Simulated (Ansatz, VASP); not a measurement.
**One calculation of TaO5, two programs**

```
Ta O
1.0
     0.00000    2.90759    2.90759
     2.90759    0.00000    2.90759
     2.90759    2.90759    0.00000
Ta O
1 5
Direct
  0.50000 0.50000 0.50000
  0.37906 0.87365 0.87365
  0.87365 0.87365 0.87365
  0.25000 0.25000 0.25000
  0.87365 0.87365 0.37906
  0.87365 0.37906 0.87365
```

Change from the starting cell: species swapped into the HfNi5 type (F-43m, No. 216).

Alike in both runs: functional PBE; k mesh 6 × 6 × 6; occupations gaussian, width 0.1 eV; no spin polarisation.

Ansatz relaxed the structure, and its values are those at the end. VASP's run is a single point on that final structure, the one shown.

|  | VASP | Ansatz |
| --- | --- | --- |
| version | VASP 6.6.1 | Ansatz 0.2.0 |
| potentials or method | VASP PAW PBE potentials, release 64 (Ta_pv, O) | scalar-relativistic, plane waves, PAW |
| plane-wave cutoff (eV) | 520 | 420 |
| valence electrons in the cell | 41 | 43 |

```tsv
	VASP	Ansatz	Ansatz less VASP
gap on the k mesh at the Fermi level (eV)	none	none	-
pressure (GPa)	0.1	0.0	-0.09
rms of the force components (eV/Å)	0.006	0.002	-0.0041
```

A gap of «none» marks a metal or a gap that the smearing closes. With one functional, cell and mesh, what is left measures potentials, basis and numerics. The two sets of potentials don't hold the same shells in valence.

Caveats: an odd number of electrons without spin polarisation forces a metal; a magnetic or distorted state may lie lower. The runs have no spin-orbit coupling, so splittings on Ta are missing.
